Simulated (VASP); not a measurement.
Level of theory: PBE GGA, VASP's PBE PAW potentials (set 64) (plane waves; VASP).

VASP ran on this input.

File POSCAR:
```
SrCl2
1
    0.0000000000     3.5598000000     3.5598000000
    3.5598000000     0.0000000000     3.5598000000
    3.5598000000     3.5598000000     0.0000000000
Sr Cl
1 2
Direct
  0.0000000000   0.0000000000   0.0000000000
  0.2500000000   0.2500000000   0.2500000000
  0.7500000000   0.7500000000   0.7500000000
```

### KPOINTS
```
Automatic mesh
0
Gamma
5 5 5
0 0 0
```

INCAR:
```
# general
SYSTEM =SrCl2
PREC   =Accurate
ENCUT  =400
LREAL  =.False.
LASPH  =.True.

# electronic loop
EDIFF  =1E-4
NELM   =100
ALGO   =Normal
LMAXMIX=4

# smearing
ISMEAR =0
SIGMA  =0.05

# functional
GGA    =PE

# ions
ISIF   =2

# output
LWAVE  =.False.
LCHARG =.False.
```

POTCAR, in this order: Sr_sv Cl (PBE.64 set). Program: vasp_std.

Output of the run:

OUTCAR:
```
 ion  position               nearest neighbor table
   1  0.000  0.000  0.000-   3 3.08   3 3.08   3 3.08   2 3.08   3 3.08   2 3.08   2 3.08   2 3.08
  LATTYP: Found a face centered cubic cell.
 ALAT       =     7.1196000000
 Subroutine PRICEL returns:
 Original cell was already a primitive cell.
 Subroutine GETGRP returns: Found 48 space group operations
The static configuration has the point symmetry O_h .
The dynamic configuration has the point symmetry O_h .
 Subroutine INISYM returns: Found 48 space group operations
 Subroutine IBZKPT returns following result:
 Found     10 irreducible k-points:

 Following reciprocal coordinates:
            Coordinates               Weight
  0.000000  0.000000  0.000000      1.000000
  0.200000  0.000000  0.000000      8.000000
  0.400000  0.000000  0.000000      8.000000
  0.200000  0.200000  0.000000      6.000000
  0.400000  0.200000  0.000000     24.000000
 -0.400000  0.200000  0.000000     24.000000
 -0.200000  0.200000  0.000000     12.000000
  0.400000  0.400000  0.000000      6.000000
 -0.400000  0.400000  0.000000     12.000000
 -0.400000  0.400000  0.200000     24.000000
...
```

**OSZICAR**
```
       N       E                     dE             d eps       ncg     rms          rms(c)
DAV:   1     0.127575101571E+03    0.12758E+03   -0.98157E+03   320   0.108E+03
DAV:   2    -0.552659451585E+01   -0.13310E+03   -0.13087E+03   424   0.224E+02
DAV:   3    -0.129111904629E+02   -0.73846E+01   -0.73786E+01   480   0.578E+01
DAV:   4    -0.130841180688E+02   -0.17293E+00   -0.17290E+00   544   0.778E+00
DAV:   5    -0.130861992855E+02   -0.20812E-02   -0.20811E-02   472   0.796E-01    0.114E+01
DAV:   6    -0.127630343268E+02    0.32316E+00   -0.87514E-01   440   0.522E+00    0.753E+00
DAV:   7    -0.127702821223E+02   -0.72478E-02   -0.44937E-01   464   0.402E+00    0.219E+00
DAV:   8    -0.127783284555E+02   -0.80463E-02   -0.59727E-02   400   0.147E+00    0.319E-01
DAV:   9    -0.127798223079E+02   -0.14939E-02   -0.31572E-03   440   0.323E-01    0.116E-01
DAV:  10    -0.127811654236E+02   -0.13431E-02   -0.11650E-03   376   0.222E-01    0.295E-02
DAV:  11    -0.127812467038E+02   -0.81280E-04   -0.82251E-05   392   0.560E-02
   1 F= -.12781247E+02 E0= -.12781247E+02  d E =-.773492E-21
```

### OUTCAR
```
------------------------ aborting loop because EDIFF is reached ----------------------------------------
  FORCE on cell =-STRESS in cart. coord.  units (eV):
  Direction    XX          YY          ZZ          XY          YZ          ZX
  --------------------------------------------------------------------------------------
  Total       -0.5225465     -0.5225465     -0.5225465      0.0000000      0.0000000     -0.0000000
  in kB       -9.2795880     -9.2795880     -9.2795880      0.0000000      0.0000000     -0.0000000
  external PRESSURE =      -9.2795880 kB  Pullay stress =       0.0000000 kB
  volume of cell :       90.22
      direct lattice vectors                 reciprocal lattice vectors
     0.000000000  3.559800000  3.559800000    -0.140457329  0.140457329  0.140457329
     3.559800000  0.000000000  3.559800000     0.140457329 -0.140457329  0.140457329
     3.559800000  3.559800000  0.000000000     0.140457329  0.140457329 -0.140457329
 POSITION                                       TOTAL-FORCE (eV/Angst)
 -----------------------------------------------------------------------------------
      0.00000      0.00000      0.00000         0.000000      0.000000      0.000000
      1.77990      1.77990      1.77990         0.000000      0.000000      0.000000
      5.33970      5.33970      5.33970        -0.000000     -0.000000     -0.000000
 -----------------------------------------------------------------------------------
    total drift:                                0.000000      0.000000      0.000000
  FREE ENERGIE OF THE ION-ELECTRON SYSTEM (eV)
  ---------------------------------------------------
  free  energy   TOTEN  =       -12.7812467038 eV

  energy  without entropy=      -12.7812467038  energy(sigma->0) =      -12.78124670
```
(Selected blocks of OUTCAR.)

File OUTCAR:
```
 val. band max:       -0.2951158972   @ k =  -0.4000   0.4000   0.0000

 cond. band min:       4.8686764193   @ k =   0.0000   0.0000   0.0000


 Fermi energy:         0.0316088437

 k-point     1 :       0.0000    0.0000    0.0000
  band No.  band energies     occupation
      1     -33.3269      2.00000
      2     -15.2912      2.00000
      3     -15.2912      2.00000
      4     -15.2912      2.00000
      5     -13.3603      2.00000
      6     -12.6281      2.00000
      7      -2.1561      2.00000
      8      -2.1561      2.00000
      9      -2.1561      2.00000
     10      -0.5464      2.00000
     11      -0.5464      2.00000
     12      -0.5464      2.00000
     13       4.8687      0.00000
     14       5.8726      0.00000
     15       5.8726      0.00000
     16       8.6974      0.00000

 k-point     2 :       0.2000    0.0000    0.0000
  band No.  band energies     occupation
      1     -33.3262      2.00000
      2     -15.3661      2.00000
      3     -15.2947      2.00000
      4     -15.2947      2.00000
      5     -13.2100      2.00000
      6     -12.6943      2.00000
      7      -2.0264      2.00000
      8      -2.0264      2.00000
      9      -1.9367      2.00000
     10      -0.9321      2.00000
     11      -0.7323      2.00000
     12      -0.7323      2.00000
     13       5.6445      0.00000
     14       6.1120      0.00000
     15       6.1120      0.00000
     16       7.5133      0.00000

 k-point     3 :       0.4000    0.0000    0.0000
  band No.  band energies     occupation
      1     -33.3250      2.00000
      2     -15.4677      2.00000
      3     -15.3003      2.00000
      4     -15.3003      2.00000
      5     -13.0273      2.00000
      6     -12.7520      2.00000
      7      -1.7259      2.00000
      8      -1.7259      2.00000
      9      -1.6263      2.00000
     10      -1.4158      2.00000
     11      -1.1027      2.00000
     12      -1.1027      2.00000
     13       6.3878      0.00000
...
```

The compound is SrCl2 in the fluorite structure. The cell was not relaxed at this level. The run is one of a series of settings (EDIFF = 1E-4 against the base run), some of them coarse on purpose.
